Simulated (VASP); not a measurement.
OSZICAR of a VASP run on InP (zinc blende):

File OSZICAR:
```
       N       E                     dE             d eps       ncg     rms          rms(c)
DAV:   1     0.110040273683E+03    0.11004E+03   -0.85959E+03   525   0.155E+03
DAV:   2    -0.793518485929E+00   -0.11083E+03   -0.10774E+03   535   0.327E+02
DAV:   3    -0.858132727901E+01   -0.77878E+01   -0.77321E+01   680   0.897E+01
DAV:   4    -0.879853218294E+01   -0.21720E+00   -0.21704E+00   633   0.164E+01
DAV:   5    -0.880662832392E+01   -0.80961E-02   -0.80958E-02   750   0.268E+00    0.526E+00
DAV:   6    -0.842517306638E+01    0.38146E+00   -0.74905E-01   760   0.151E+01    0.326E+00
DAV:   7    -0.840187047892E+01    0.23303E-01   -0.18503E-01   708   0.358E+00    0.120E+00
DAV:   8    -0.840229280022E+01   -0.42232E-03   -0.15193E-02   660   0.176E+00    0.342E-01
DAV:   9    -0.840310052287E+01   -0.80772E-03   -0.23427E-03   630   0.691E-01    0.196E-01
DAV:  10    -0.840313670849E+01   -0.36186E-04   -0.19563E-04   698   0.119E-01    0.137E-01
DAV:  11    -0.840319037324E+01   -0.53665E-04   -0.36103E-05   595   0.437E-02    0.532E-02
DAV:  12    -0.840320833416E+01   -0.17961E-04   -0.48948E-05   596   0.115E-01    0.219E-02
DAV:  13    -0.840320862966E+01   -0.29550E-06   -0.22238E-06   574   0.149E-02
   1 F= -.84032086E+01 E0= -.84032086E+01  d E =-.840321E+01
```

Problem. Which electronic solver shows in the log?

Solution. It is blocked Davidson (ALGO = Normal, or the opening steps of other solvers). The INCAR had ALGO = Normal.

Problem. Can the final energy be trusted as converged?

Solution. The calculation finished and met its thresholds. It stopped with EDIFF = 1E-6, NELM = 100, NSW = 60 and EDIFFG = -0.01 after 1 ionic step (PBE GGA, plane waves, VASP's PBE PAW potentials (set 64)).

The compound is InP in the zinc blende structure. It was relaxed first. The start is the result of an earlier pass.
